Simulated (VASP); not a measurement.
A convergence study with VASP on HfC (rock salt): one setting is varied, all else stays as given below, so the limit is that of these other settings.

```yaml
crystal:
  lattice:
    - [0.00000, 2.32000, 2.32000]
    - [2.32000, 0.00000, 2.32000]
    - [2.32000, 2.32000, 0.00000]
  atoms:
    - { symbol: Hf, position: [0.00000, 0.00000, 0.00000] }
    - { symbol: C, position: [0.50000, 0.50000, 0.50000] }
```

Computed with PBE GGA, VASP's PBE PAW potentials (set 64) (plane waves; VASP 6.6.1). The tightest run used: 700 eV cut-off, 23×23×23 Γ-centred mesh, first-order Methfessel-Paxton smearing of 0.10 eV, potentials Hf_pv C.

**Question.** The settings run are 1×1×1 mesh; 2×2×2 mesh; 3×3×3 mesh; 4×4×4 mesh; 5×5×5 mesh; 6×6×6 mesh; 8×8×8 mesh; 9×9×9 mesh; 10×10×10 mesh; 11×11×11 mesh; 12×12×12 mesh; 13×13×13 mesh; 14×14×14 mesh; 16×16×16 mesh; 17×17×17 mesh; 18×18×18 mesh; 19×19×19 mesh; 20×20×20 mesh; 22×22×22 mesh; 23×23×23 mesh. From which on does the energy per atom stay within 0.002 eV/atom of the tightest run?

**Answer.** From 9×9×9 mesh on: it is off by 0.0018 there and by no more than 0.002 in any finer run, while 8×8×8 mesh is off by 0.0022.
```csv
setting,E (eV/atom),pressure (GPa),irreducible k-points,difference judged (eV/atom)
1×1×1 mesh,-0.4785,98.63,1,10.0460
2×2×2 mesh,-9.9175,8.35,3,0.6070
3×3×3 mesh,-10.4090,0.97,4,0.1155
4×4×4 mesh,-10.4876,-0.41,8,0.0369
5×5×5 mesh,-10.4996,1.79,10,0.0249
6×6×6 mesh,-10.5176,0.97,16,0.0068
8×8×8 mesh,-10.5222,1.03,29,0.0022
9×9×9 mesh,-10.5226,1.00,35,0.0018
10×10×10 mesh,-10.5230,0.99,47,0.0014
11×11×11 mesh,-10.5235,1.09,56,0.0010
12×12×12 mesh,-10.5245,1.03,72,0.0000
13×13×13 mesh,-10.5244,0.98,84,0.0001
14×14×14 mesh,-10.5242,0.95,104,0.0003
16×16×16 mesh,-10.5239,1.02,145,0.0006
17×17×17 mesh,-10.5243,1.03,165,0.0002
18×18×18 mesh,-10.5246,1.02,195,0.0002
19×19×19 mesh,-10.5248,1.00,220,0.0003
20×20×20 mesh,-10.5248,0.99,256,0.0003
22×22×22 mesh,-10.5246,0.98,328,0.0001
23×23×23 mesh,-10.5245,0.98,364,0.0000
```

Left out are rungs that failed or repeat a setting and relaxations that didn't move; long series are thinned to 24 rows.

The compound is HfC in the rock salt structure. The cell was not relaxed at this level.
